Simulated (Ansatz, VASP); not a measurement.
# Cross-check of TaN between VASP and Ansatz, part 2 of 2

One calculation is typed for both programs; each brings its own data sets. How far apart do they land? The cell is taken from a series of runs on this material, whose earlier steps may have relaxed, scaled, displaced or heated it; both programs get it as it stands.

VASP 6.6.1 and Ansatz 0.2.0.

So far. Step 6 (Ansatz: single point, PBEsol, pair 2): The run ends at a pressure of 35.81 GPa.

### Step 7. VASP: single point, PBEsol, pair 2 (continued)

Level of this step: PBEsol; plane waves and PAW (N, Ta_pv) (VASP).

Numbers of over 12 decimals in the logs are rounded to 6 here.

OUTCAR, selected parts (step 7):

```text
  Total        4.5108253      4.5108253      4.5108253      0.0000000     -0.0000000     -0.0000000
  in kB      375.2907651    375.2907651    375.2907651      0.0000000     -0.0000000     -0.0000000
  external PRESSURE =     375.2907651 kB  Pullay stress =       0.0000000 kB

 POSITION                                       TOTAL-FORCE (eV/Angst)
 -----------------------------------------------------------------------------------
      0.00000      0.00000      0.00000        -0.000000      0.000000     -0.000000
      2.12743      2.12743      2.12743         0.000000     -0.000000      0.000000
 -----------------------------------------------------------------------------------
    total drift:                                0.000000     -0.000000     -0.000000

  FREE ENERGIE OF THE ION-ELECTRON SYSTEM (eV)
  ---------------------------------------------------
  free  energy   TOTEN  =       -23.0203150496 eV

  energy  without entropy=      -23.0180214397  energy(sigma->0) =      -23.01955051

[... 1 part as in an earlier step ...]

[... 2 further parts left out ...]
[key lines of the parts left out:]
E-fermi :  10.5208
```

The run ends at a pressure of 37.53 GPa.

### Step 8. Differences

What differs besides the data sets and the points named for the pairs above, as far as they apply: the data sets hold 18 valence electrons in Ansatz (on its PAW soft_1 files) and 16 in VASP. Total energies have different zeros and are not compared.

Compared:

```tsv
quantity	Ansatz	VASP	difference
pressure (GPa)	35.81	37.53	-1.72
```

### Step 9. Ansatz: single point, PBEsol, pair 3

With cell and atoms fixed, the geometry can't cause a difference; cores, projectors, grids and the points listed under the comparison can. The cell compared in this pair holds 18.84 Å³, against 19.26 Å³ for the pair before.

The cell is taken from a series of runs on this material, whose earlier steps may have relaxed, scaled, displaced or heated it; both programs get it as it stands.

Input file input.yaml:

```yaml
crystal:
  lattice:
    - [0.0, 2.1119054246, 2.1119054246]
    - [2.1119054246, 0.0, 2.1119054246]
    - [2.1119054246, 2.1119054246, 0.0]
  atoms:
    - { symbol: "N", position: [0.0, 0.0, 0.0] }
    - { symbol: Ta, position: [0.5, 0.5, 0.5] }
kpoints:
  mp_grid: { grid: [16, 16, 16] }
hamiltonian:
  xc: pbesol
  pseudopotentials: { kind: paw, azcp: { folder: soft_1 }, xc_functional: pbe }
scf:
  occupations: { method: methfessel_paxton, width: 0.2 }
output:
  forces: true
  stress: true
  eigenvalues: true
```

The run is started by

```console
> ansatz run input.yaml --threads 4 --pin off --max-ram 10240MiB --backend cpu --events-out ev --progress --plain --runs-dir out
```

Output:

```text
[...]
Crystal: 2 atoms, lattice volume = 18.839 Å³
Basis set: ecut = 420 eV, 339 PW (Γ), exchange–correlation on 40×40×40 points (8 copies of the dense FFT grid, shifted against one another)
Bands: 13, of which v1, the nominal top of the filled ones, is band 9 counted from 1 (8 counted from 0)
Symmetry: 48 space group operations
[...]
k-points: 145 of 4096
[...]
k-point 0: bands = [... 5 lower, 20.2157, 20.2157, 20.2157, 21.8900, 21.8900, 21.8900, 24.4453, 24.4453, ... 4 higher]
  k-point 1: bands = [... 5 lower, 19.6508, 19.8064, 19.8064, 22.0775, 22.0775, 22.1743, 24.9126, 24.9126, ... 4 higher]
  k-point 2: bands = [... 5 lower, 18.5298, 18.9798, 18.9798, 22.5051, 22.5051, 22.5902, 26.0353, 26.0353, ... 4 higher]
  k-point 144: bands = [... 5 lower, 16.1306, 17.1590, 17.1590, 24.1431, 24.1431, 28.7208, 29.5979, 29.8548, ... 4 higher]
[key lines of the parts left out:]
SCF converged after 7 iterations
Free energy (F): -10187.698002 eV
Fermi energy:    24.354226 eV
P = ⅓ Tr σ = 47.4794 GPa (474.794 kbar)
```

The run ends at a pressure of 47.48 GPa.

### Step 10. VASP: single point, PBEsol, pair 3

The same cell, functional, mesh and smearing now go to VASP, with its own data sets.

Input file INCAR:

```
SYSTEM = TaN
PREC = Accurate
ENCUT = 600
EDIFF = 1E-06
NELM = 120
ISMEAR = 1
SIGMA = 0.2
LREAL = .FALSE.
ALGO = Normal
GGA = PS
NBANDS = 14
LASPH = .TRUE.
LORBIT = 11
LWAVE = .FALSE.
LCHARG = .FALSE.
ISIF = 2
GGA_COMPAT = .FALSE.
```

Input file POSCAR:

```
TaN
1.0
    0.0000000000      2.1119054246      2.1119054246
    2.1119054246      0.0000000000      2.1119054246
    2.1119054246      2.1119054246      0.0000000000
N Ta
1 1
Direct
    0.0000000000      0.0000000000      0.0000000000
    0.5000000000      0.5000000000      0.5000000000
```

Input file KPOINTS:

```
Automatic mesh
0
Gamma
16 16 16
0 0 0
```

PAW data sets: N and Ta_pv (PBE family, release 64).

The run is started by

```console
> mpirun -np 1 vasp_std
```

Output:

```text
[... set-up lines as in an earlier step ...]
 entering main loop
       N       E                     dE             d eps       ncg     rms          rms(c)
DAV:   1     0.984045307512E+02    0.98405E+02   -0.98998E+03  4068   0.138E+03
DAV:   2    -0.224825727392E+02   -0.12089E+03   -0.11417E+03  4912   0.352E+02
DAV:   3    -0.257228972467E+02   -0.32403E+01   -0.32073E+01  4710   0.546E+01
DAV:   4    -0.257385186438E+02   -0.15621E-01   -0.15616E-01  4810   0.384E+00
[...]
DAV:  10    -0.229062712408E+02    0.89727E-04   -0.76878E-04  5442   0.354E-01    0.124E-01
DAV:  11    -0.229062209659E+02    0.50275E-04   -0.10052E-04  4548   0.115E-01    0.336E-02
DAV:  12    -0.229062201578E+02    0.80806E-06   -0.68655E-06  5188   0.275E-02
   1 F= -.22906220E+02 E0= -.22905472E+02  d E =-.224522E-02
```

From OUTCAR (step 10):

```text
  Total        5.8088111      5.8088111      5.8088111      0.0000000     -0.0000000     -0.0000000
  in kB      494.0198963    494.0198963    494.0198963      0.0000000     -0.0000000     -0.0000000
  external PRESSURE =     494.0198963 kB  Pullay stress =       0.0000000 kB

 POSITION                                       TOTAL-FORCE (eV/Angst)
 -----------------------------------------------------------------------------------
      0.00000      0.00000      0.00000        -0.000000      0.000000     -0.000000
      2.11191      2.11191      2.11191         0.000000     -0.000000      0.000000
 -----------------------------------------------------------------------------------
    total drift:                                0.000000     -0.000000     -0.000000

  FREE ENERGIE OF THE ION-ELECTRON SYSTEM (eV)
  ---------------------------------------------------
  free  energy   TOTEN  =       -22.9062201578 eV

  energy  without entropy=      -22.9039749376  energy(sigma->0) =      -22.90547175

[... 1 part as in an earlier step ...]

[... 2 further parts left out ...]
[key lines of the parts left out:]
E-fermi :  10.7846
```

The run ends at a pressure of 49.40 GPa.

### Step 11. Comparison

What differs besides the data sets and the points named for the pairs above, as far as they apply: the data sets hold 18 valence electrons in Ansatz (on its PAW soft_1 files) and 16 in VASP. Total energies have different zeros and are not compared.

Compared:

```tsv
quantity	Ansatz	VASP	difference
pressure (GPa)	47.48	49.40	-1.92
```

### Step 12. Results

- difference in pressure (single point, PBEsol, pair 1): -1.5 GPa
- difference in pressure (single point, PBEsol, pair 2): -1.7 GPa
- difference in pressure (single point, PBEsol, pair 3): -1.9 GPa

In words: The difference in pressure is -1.9 GPa (single point, PBEsol, pair 3), beyond the 1 GPa picked in this series as the mark of a large difference. The data sets hold unlike numbers of valence electrons (18 in Ansatz and 16 in VASP), so part of the differences comes from the potentials. Single point, PBEsol, pair 1, VASP with the data sets N and Ta_sv_GW: the difference in pressure goes from -1.5 to -0.59 GPa. 5 further runs of this series are not shown here. How closely two codes agree says nothing of how well the functional describes the real material.

[Lines on the potential files, build, host, timing and source positions are cut from VASP's logs without a mark.]

[Logs are printed without paths, hosts, clocks, repeated set-up lines and the standing remarks that a program may print on its own settings, such as how far it seeks lower states.]

[Hosts, paths, dates, database ids (printed as entryN), source tags and the programs' standing remarks are cut or masked in the printed files.]
